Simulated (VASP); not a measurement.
Level of theory: PBEsol GGA, VASP's PBE PAW potentials (set 64) (plane waves; VASP).

VASP ran on this input.

INCAR:
```
SYSTEM = Pm
PREC = Accurate; ENCUT = 400; LREAL = .FALSE.
LASPH = .TRUE.
EDIFF = 1E-6; NELM = 100; ALGO = Normal
LMAXMIX = 6
ISMEAR = 1; SIGMA = 0.1
GGA = PS
IBRION = 2; NSW = 60; ISIF = 3
EDIFFG = -0.01
LWAVE = .FALSE.; LCHARG = .FALSE.
```

KPOINTS:
```
Automatic mesh
0
Gamma
11 11 11
0 0 0
```

### POSCAR
```
Pm
1.0
 -3.1857000000   3.1857000000   1.7381560000
  3.1857000000  -3.1857000000   1.7381560000
  3.1857000000   3.1857000000  -1.7381560000
Pm
2
Cart
  0.0000000000   3.1857000000   0.8690780000
  0.0000000000   0.0000000000   0.0000000000
```

POTCAR, in this order: Pm_3 (PBE.64 set). Program: vasp_std.

Question: What will the output report for the number of irreducible k-points (NKPTS), number of bands (NBANDS), largest plane-wave count, number of space-group operations, FFT grid (NGX, NGY, NGZ)?

Answer: 
| Property | Result |
|---|---|
| number of irreducible k-points (NKPTS) | 126 |
| number of bands (NBANDS) | 15 |
| largest plane-wave count | 1301 |
| number of space-group operations | 16 |
| FFT grid (NGX, NGY, NGZ) | 32 × 32 × 32 |

The structure was generated: Pm was put into the beta-Sn type (I4_1/amd), which need not be its known phase. This run relaxes it. Symmetry was kept, so distortions that lower it aren't found. The 4f electrons are frozen in the core of the lanthanide potential, so 4f levels, which can set the real gap, and their magnetism are missing.
